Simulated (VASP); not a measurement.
# The low-index faces of Zr, part 3 of 5

Aim: compare the low-index faces of Zr at one level of theory.

VASP 6.6.1; PBE; plane waves and PAW (Zr_sv).

So far. Step 3 (The bulk reference, job self-consistent run, k-mesh …): The run ends at a pressure of -0.84 GPa. Step 4 (Relaxing the slab, 8 atoms, face Zr(0001)): The run ended after 7 ionic steps, 0.102 eV below its first step, once the forces on the free atoms met EDIFFG = -0.03.

### 5. Vacuum level and density of states, 8 atoms, face Zr(0001)

A static run writes the electrostatic potential without exchange and correlation (LVHAR), which is flat in the vacuum and gives the level to count from. The dipole correction cancels the field that unlike faces would set up across the vacuum.

Contents of INCAR:

```
SYSTEM = Zr
PREC = Normal
ENCUT = 320
EDIFF = 1E-06
NELM = 120
ISMEAR = 1
SIGMA = 0.15
LREAL = .FALSE.
ALGO = Fast
GGA = PE
NBANDS = 59
LASPH = .TRUE.
LORBIT = 11
LWAVE = .FALSE.
LCHARG = .TRUE.
KPAR = 4
IDIPOL = 3
LDIPOL = .TRUE.
DIPOL = 0.5 0.5 0.5
LVHAR = .TRUE.
LVACPOTAV = .TRUE.
NEDOS = 1500
```

Contents of POSCAR:

```
Zr
1.0
    3.2339397499      0.0000000000      0.0000000000
    1.6169698750      2.8006739777      0.0000000000
    0.0000000000      0.0000000000     33.0798511036
Zr
8
Direct
    0.6666666700      0.6666666700      0.2292496989
    0.0000000000      0.0000000000      0.3024176461
    0.6666666700      0.6666666700      0.3824137635
    0.0000000000      0.0000000000      0.4613697054
    0.6666666700      0.6666666700      0.5386302946
    0.0000000000      0.0000000000      0.6175862365
    0.6666666700      0.6666666700      0.6975823539
    0.0000000000      0.0000000000      0.7707503011
```

Contents of KPOINTS:

```
Automatic mesh
0
Gamma
12 12 1
0 0 0
```

The projector-augmented-wave data sets are Zr_sv (PBE family, release 64).

Launch:

```bash
$ mpirun -np 4 vasp_std
```

The program printed:

```text
[... set-up lines as in an earlier step ...]
 entering main loop
       N       E                     dE             d eps       ncg     rms          rms(c)
DAV:   1     0.747347434747E+03    0.74735E+03   -0.42197E+04  2794   0.109E+03
DAV:   2     0.154670572510E+02   -0.73188E+03   -0.71109E+03  2545   0.379E+02
DAV:   3    -0.574236677439E+02   -0.72891E+02   -0.70802E+02  3524   0.723E+01
DAV:   4    -0.694606363292E+02   -0.12037E+02   -0.11938E+02  3764   0.304E+01
DAV:   5    -0.711522985510E+02   -0.16917E+01   -0.16890E+01  3316   0.835E+00    0.285E+01
RMM:   6    -0.109456610729E+03   -0.38304E+02   -0.10748E+02  3197   0.168E+01    0.200E+01
RMM:   7    -0.126596630201E+03   -0.17140E+02   -0.86203E+01  3178   0.152E+01    0.218E+01
RMM:   8    -0.680411764990E+02    0.58555E+02   -0.75445E+00  2929   0.767E+00    0.963E+00
RMM:   9    -0.667603747661E+02    0.12808E+01   -0.37928E+00  3402   0.340E+00    0.718E+00
RMM:  10    -0.669991666655E+02   -0.23879E+00   -0.11386E+00  3211   0.257E+00    0.517E+00
RMM:  11    -0.667074057709E+02    0.29176E+00   -0.29386E-01  3519   0.114E+00    0.401E+00
RMM:  12    -0.662712214348E+02    0.43618E+00   -0.87069E-01  3267   0.229E+00    0.859E-01
RMM:  13    -0.662965321167E+02   -0.25311E-01   -0.40542E-01  3582   0.118E+00    0.508E-01
RMM:  14    -0.662920727137E+02    0.44594E-02   -0.65003E-02  3903   0.608E-01    0.245E-01
RMM:  15    -0.662955917122E+02   -0.35190E-02   -0.46447E-02  4048   0.330E-01    0.933E-02
RMM:  16    -0.662983472590E+02   -0.27555E-02   -0.22819E-02  4088   0.238E-01    0.167E-01
RMM:  17    -0.662989710754E+02   -0.62382E-03   -0.13091E-02  4019   0.173E-01    0.948E-02
RMM:  18    -0.662995073685E+02   -0.53629E-03   -0.77012E-03  4083   0.128E-01    0.362E-02
RMM:  19    -0.663000404077E+02   -0.53304E-03   -0.54077E-03  4059   0.932E-02    0.198E-02
RMM:  20    -0.663003448677E+02   -0.30446E-03   -0.30104E-03  3959   0.715E-02    0.137E-02
RMM:  21    -0.663006113390E+02   -0.26647E-03   -0.24336E-03  3801   0.558E-02    0.836E-03
RMM:  22    -0.663007746190E+02   -0.16328E-03   -0.14213E-03  3757   0.451E-02    0.438E-03
WARNING in EDDRMM: call to ZHEGV failed, returncode =   8  4      9
RMM:  23    -0.663009286278E+02   -0.15401E-03   -0.11965E-03  3690   0.360E-02    0.470E-03
RMM:  24    -0.663010200966E+02   -0.91469E-04   -0.72362E-04  3623   0.294E-02    0.143E-03
WARNING in EDDRMM: call to ZHEGV failed, returncode =   6  3      9
RMM:  25    -0.663010943886E+02   -0.74292E-04   -0.61330E-04  3509   0.232E-02    0.277E-03
RMM:  26    -0.663011412268E+02   -0.46838E-04   -0.38879E-04  3263   0.187E-02    0.122E-03
WARNING in EDDRMM: call to ZHEGV failed, returncode =   8  4      9
WARNING in EDDRMM: call to ZHEGV failed, returncode =   8  4     25
RMM:  27    -0.663011759943E+02   -0.34768E-04   -0.32255E-04  3010   0.150E-02    0.175E-03
RMM:  28    -0.663011978700E+02   -0.21876E-04   -0.21284E-04  2837   0.123E-02    0.265E-03
WARNING in EDDRMM: call to ZHEGV failed, returncode =   8  4     25
RMM:  29    -0.663012178528E+02   -0.19983E-04   -0.16969E-04  2847   0.103E-02    0.168E-03
RMM:  30    -0.663012293749E+02   -0.11522E-04   -0.11539E-04  2496   0.844E-03    0.161E-03
RMM:  31    -0.663012380800E+02   -0.87051E-05   -0.88009E-05  2398   0.709E-03    0.150E-03
RMM:  32    -0.663012437515E+02   -0.56715E-05   -0.58039E-05  2149   0.595E-03    0.173E-03
RMM:  33    -0.663012479772E+02   -0.42257E-05   -0.43580E-05  2028   0.513E-03    0.195E-03
RMM:  34    -0.663012507206E+02   -0.27434E-05   -0.27585E-05  1905   0.447E-03    0.308E-03
RMM:  35    -0.663012528544E+02   -0.21338E-05   -0.21337E-05  1944   0.407E-03    0.412E-03
RMM:  36    -0.663012537603E+02   -0.90596E-06   -0.12742E-05  2012   0.409E-03    0.142E-03
RMM:  37    -0.663012545662E+02   -0.80590E-06   -0.92903E-06  1596   0.322E-03
 -----------------------------------------------------------------------------
|                                                                             |
|           W    W    AA    RRRRR   N    N  II  N    N   GGGG   !!!           |
|           W    W   A  A   R    R  NN   N  II  NN   N  G    G  !!!           |
|           W    W  A    A  R    R  N N  N  II  N N  N  G       !!!           |
|           W WW W  AAAAAA  RRRRR   N  N N  II  N  N N  G  GGG   !            |
|           WW  WW  A    A  R   R   N   NN  II  N   NN  G    G                |
|           W    W  A    A  R    R  N    N  II  N    N   GGGG   !!!           |
|                                                                             |
|     Did not find any points to average over, which means that no vacuum     |
|     field-free region was found. Please increase the size of  your cell     |
|     in the dimension of the dipole correction to obtain accurate            |
|     workfunction values.                                                    |
|                                                                             |
 -----------------------------------------------------------------------------

   1 F= -.66301255E+02 E0= -.66303233E+02  d E =0.593443E-02
```

Run time: 72 s. Hardware: 4 MPI ranks of Intel Xeon Platinum 8259CL at 2.50GHz (Skylake/Cascade Lake), shared host; peak memory 0.96 GiB.

From OUTCAR (step 5):

```text
   NELECT =      96.0000    total number of electrons

 dipolmoment           0.000000      0.000000     -0.000004 electrons x Angstroem

 E-fermi :   4.1096

 k-point     1 :       0.0000    0.0000    0.0000
  band No.  band energies     occupation
    ...
     38       0.8301      2.00000
     39       1.0388      2.00000
     40       1.0942      2.00000
     41       3.8913      2.05919
     42       3.9165      2.06979
     43       4.2315      0.01361
     44       4.4078     -0.01663
     45       4.6746     -0.00000
     46       4.7013     -0.00000
     47       4.7935     -0.00000
    ...

  Total       -2.5927046     -2.5927046     -1.4540862     -0.0000000      0.0000000      0.0000000
  in kB      -13.8645444    -13.8645444     -7.7757575     -0.0000000      0.0000000      0.0000000
  external PRESSURE =     -11.8349488 kB  Pullay stress =       0.0000000 kB

 POSITION                                       TOTAL-FORCE (eV/Angst)
 -----------------------------------------------------------------------------------
      3.23394      1.86712      7.58355         0.000000      0.000000     -0.008908
      0.00000      0.00000     10.00393         0.000000      0.000000      0.027390
      3.23394      1.86712     12.65019         0.000000      0.000000      0.007384
      0.00000      0.00000     15.26204         0.000000     -0.000000     -0.014997
      3.23394      1.86712     17.81781        -0.000000     -0.000000      0.014997
      0.00000      0.00000     20.42966        -0.000000     -0.000000     -0.007384
      3.23394      1.86712     23.07592        -0.000000     -0.000000     -0.027390
      0.00000      0.00000     25.49631        -0.000000     -0.000000      0.008908
 -----------------------------------------------------------------------------------
    total drift:                               -0.000116     -0.000067     -0.000398

  FREE ENERGIE OF THE ION-ELECTRON SYSTEM (eV)
  ---------------------------------------------------
  free  energy   TOTEN  =       -66.3012545662 eV

  energy  without entropy=      -66.3071889922  energy(sigma->0) =      -66.30323271

 vacuum level on the upper side and lower side of the slab         8.288         8.288

[... 8 parts as in an earlier step ...]

[... 9 further parts left out ...]
```

This step gave:

```
electronic cycles                          : 37
free energy (TOTEN)                        : -66.3013 eV
Fermi energy                               : 4.110 eV
dipole moment                              : 0, 0, -4.00e-6 e·Å
vacuum levels                              : 8.288, 8.288 eV
work functions of the upper and lower face : 4.178, 4.178 eV
```

The planar average of the electrostatic potential oscillates, so the rows of the table below give means over windows of 2.54 Å about each position, cut where the curve ends. Its maxima inside the range that stand out by 2 % of the span (Å: eV): 8.8: -0.855, 11.4: 0.0477, 14.0: -0.174, 16.5: -0.388, 19.1: -0.174, 21.7: 0.0476, 24.3: -0.855. Its minima: 7.6: -18.3, 10.0: -18.2, 12.7: -18.2, 15.2: -18.2, 17.9: -18.2, 20.4: -18.2, 23.0: -18.2, 25.5: -18.3.

Zero at the Fermi level. Planar average of the electrostatic potential against height; means over each step:

height (Å), planar average of the electrostatic potential (eV) and a bar from the least value:
```
     1.27        4.2 ##############################
     3.81        4.1 ##############################
     6.35       -3.5 ##############
     8.89      -10.0 
    11.43       -8.3 ####
    13.97       -8.6 ###
    16.51       -9.0 ##
    19.05       -8.6 ###
    21.59       -8.3 ####
    24.13       -9.9 
    26.67       -4.0 #############
    29.21        4.1 ##############################
    31.75        4.2 ##############################
```

Density of states in the PAW spheres, an atom over height of the layer and energy from the Fermi level.

Ten even steps from '_' (0.00 states/eV) to '@' (1.27 states/eV), each cell a mean:
```
@@**%%@@@@%%**@@
##==++++++++==##
**--========--**
****##****##****
****++++++++****
------====------
==++++++++++++==
==++========++==
::------------::
................
________________
________________
________________
________________
________________
________________
________________
________________
________________
________________
________________
________________
```
Columns: height of the layer (Å) from 7.6 to 25.5 (not evenly spaced); rows upwards: energy from the Fermi level (eV) from -7.9 to 0.5.

Valence density in the ca plane at fractional y = 0.000, with atoms of Zr within 0.2 Å of it. It is the smooth field of the valence electrons, not physical close to the nuclei.

Ten even steps from '0' (0.0 e/Å³) to '9' (5.7 e/Å³), each cell a mean:
```
15873000000000158740000000002587300000000000
02331000000000013310000000000232100000000000
00000000000000000000000000000000000000000000
00000000010000000000000110000000000000000000
00000000000000000000000000000000000000000000
01110000000000001100000000000111000000000000
13652000000000135520000000001365200000000000
26984100000000269941000000002798300000000000
```
Columns run along c (16.0 Å, from fractional 0.44 to 0.92 of the cell), rows up along a (3.2 Å). Atoms in or near the plane, at fractional coordinates: Zr at (0.46, 0.00), Zr at (0.62, 0.00), Zr at (0.77, 0.00).

The map of layer states is cut here 0.5 eV above the Fermi level, so it leaves out the states above that.

The vacuum level lies 4.18 eV above the Fermi level at the upper face; both faces agree, as the slab has next to no dipole.

The program found no field-free point at its default tolerance, but its printed level agrees with the flat part of the planar average.

On this mesh the fine structure of the density of states is sampling noise, and high empty states may be cut by the number of bands.

[end of part 3 of 5]

[Lines on the potential files, build, host, timing and source positions are cut from VASP's logs without a mark.]

[Logs are printed without paths, hosts, clocks, repeated set-up lines and the standing remarks that a program may print on its own settings, such as how far it seeks lower states.]

[Hosts, paths, dates, database ids (printed as entryN), source tags and the programs' standing remarks are cut or masked in the printed files.]

[Runs that stopped without an error message from VASP are left out.]
